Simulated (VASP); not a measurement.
OSZICAR of a VASP run on PdIn (CsCl type):

OSZICAR:
```
       N       E                     dE             d eps       ncg     rms          rms(c)
DAV:   1     0.121906187177E+03    0.12191E+03   -0.11843E+04  1709   0.207E+03
DAV:   2    -0.436038713864E+02   -0.16551E+03   -0.16177E+03  1764   0.413E+02
DAV:   3    -0.513580444358E+02   -0.77542E+01   -0.77108E+01  2149   0.971E+01
DAV:   4    -0.514997275188E+02   -0.14168E+00   -0.14166E+00  2065   0.121E+01
DAV:   5    -0.515066304239E+02   -0.69029E-02   -0.69028E-02  2512   0.243E+00    0.932E+00
DAV:   6    -0.461398468997E+02    0.53668E+01   -0.51015E+00  1883   0.368E+01    0.404E+00
DAV:   7    -0.460041980081E+02    0.13565E+00   -0.54023E-01  1820   0.950E+00    0.261E+00
DAV:   8    -0.460288020597E+02   -0.24604E-01   -0.14628E-01  1897   0.347E+00    0.136E+00
DAV:   9    -0.460307898034E+02   -0.19877E-02   -0.84325E-02  1792   0.346E+00    0.308E-01
DAV:  10    -0.460410776503E+02   -0.10288E-01   -0.27011E-02  1813   0.212E+00    0.235E-01
DAV:  11    -0.460386211054E+02    0.24565E-02   -0.11247E-02  1750   0.123E+00    0.283E-01
DAV:  12    -0.460426545749E+02   -0.40335E-02   -0.35534E-03  1778   0.651E-01    0.654E-02
DAV:  13    -0.460426664591E+02   -0.11884E-04   -0.56214E-05  2406   0.695E-02    0.855E-02
DAV:  14    -0.460427989910E+02   -0.13253E-03   -0.32664E-04  1827   0.232E-01    0.136E-01
DAV:  15    -0.460428282357E+02   -0.29245E-04   -0.29785E-05  1792   0.645E-02    0.118E-01
DAV:  16    -0.460428260053E+02    0.22304E-05   -0.11342E-05  1967   0.401E-02    0.131E-01
DAV:  17    -0.460428340000E+02   -0.79947E-05   -0.41942E-06  1735   0.246E-02    0.140E-01
DAV:  18    -0.460428340545E+02   -0.54484E-07   -0.67998E-08   945   0.318E-03
   1 F= -.46042834E+02 E0= -.46042169E+02  d E =-.460428E+02
       N       E                     dE             d eps       ncg     rms          rms(c)
DAV:   1    -0.461646131541E+02   -0.12178E+00   -0.26696E+00  1792   0.300E+01    0.244E+00
DAV:   2    -0.460517720167E+02    0.11284E+00   -0.50266E-01  1750   0.956E+00    0.821E-01
DAV:   3    -0.460449092637E+02    0.68628E-02   -0.41807E-02  2123   0.349E+00    0.385E-01
DAV:   4    -0.460421826763E+02    0.27266E-02   -0.10060E-02  2538   0.173E+00    0.447E-01
DAV:   5    -0.460422335096E+02   -0.50833E-04   -0.18285E-04  1701   0.148E-01    0.449E-01
DAV:   6    -0.460422153637E+02    0.18146E-04   -0.51299E-06  2490   0.204E-02    0.461E-01
DAV:   7    -0.460419969614E+02    0.21840E-03   -0.16063E-03  1827   0.293E-01    0.521E-01
DAV:   8    -0.460422358026E+02   -0.23884E-03   -0.14773E-04  1764   0.832E-02    0.658E-01
DAV:   9    -0.460420259679E+02    0.20983E-03   -0.17595E-04  1825   0.136E-01    0.170E+00
DAV:  10    -0.460421973484E+02   -0.17138E-03   -0.99314E-05  1771   0.108E-01    0.696E-01
DAV:  11    -0.460423303819E+02   -0.13303E-03   -0.26837E-04  2045   0.182E-01    0.581E-01
DAV:  12    -0.460423370883E+02   -0.67064E-05   -0.13351E-05  1806   0.408E-02    0.280E-01
DAV:  13    -0.460423323823E+02    0.47060E-05   -0.46304E-06  2060   0.278E-02    0.340E-02
DAV:  14    -0.460423304900E+02    0.18923E-05   -0.48654E-07   938   0.832E-03    0.798E-02
DAV:  15    -0.460423338033E+02   -0.33133E-05   -0.11682E-06  1271   0.131E-02    0.379E-02
DAV:  16    -0.460423350577E+02   -0.12545E-05   -0.34136E-07   875   0.700E-03    0.124E-02
DAV:  17    -0.460423355412E+02   -0.48352E-06   -0.17117E-07   889   0.614E-03
   2 F= -.46042336E+02 E0= -.46041687E+02  d E =0.498513E-03
       N       E                     dE             d eps       ncg     rms          rms(c)
DAV:   1    -0.460806000461E+02   -0.38265E-01   -0.77050E-01  1778   0.156E+01    0.141E+00
DAV:   2    -0.460469743605E+02    0.33626E-01   -0.15465E-01  1722   0.530E+00    0.441E-01
DAV:   3    -0.460448638599E+02    0.21105E-02   -0.13296E-02  2130   0.197E+00    0.194E-01
DAV:   4    -0.460441244408E+02    0.73942E-03   -0.27641E-03  2524   0.917E-01    0.245E-01
DAV:   5    -0.460440353784E+02    0.89062E-04   -0.76005E-05  1812   0.882E-02    0.288E-01
DAV:   6    -0.460442032083E+02   -0.16783E-03   -0.39226E-04  1813   0.132E-01    0.567E-02
DAV:   7    -0.460442060224E+02   -0.28142E-05   -0.10486E-05  1933   0.308E-02    0.555E-02
DAV:   8    -0.460441905611E+02    0.15461E-04   -0.19071E-05  1918   0.370E-02    0.186E-02
DAV:   9    -0.460441969577E+02   -0.63966E-05   -0.16681E-05  1981   0.465E-02    0.324E-02
DAV:  10    -0.460441985771E+02   -0.16194E-05   -0.80204E-07   959   0.113E-02    0.169E-02
DAV:  11    -0.460441988731E+02   -0.29592E-06   -0.80380E-08   861   0.326E-03
   3 F= -.46044199E+02 E0= -.46043541E+02  d E =-.136482E-02
```

**Question.** Which electronic solver shows in the log?

**Answer.** It is blocked Davidson (ALGO = Normal, or the opening steps of other solvers). The INCAR had ALGO = Normal.

**Question.** Can the final energy be trusted as converged?

**Answer.** Self-consistency was reached. It stopped with EDIFF = 1E-6, NELM = 100, NSW = 60 and EDIFFG = -0.01 after 3 ionic steps (r2SCAN+rVV10, plane waves, VASP's PBE PAW potentials (set 64)).

The compound is PdIn in the CsCl type structure. This run relaxes it. Symmetry was kept, so distortions that lower it aren't found. The electron count is odd and the run is not spin-polarised, which forces a metal.
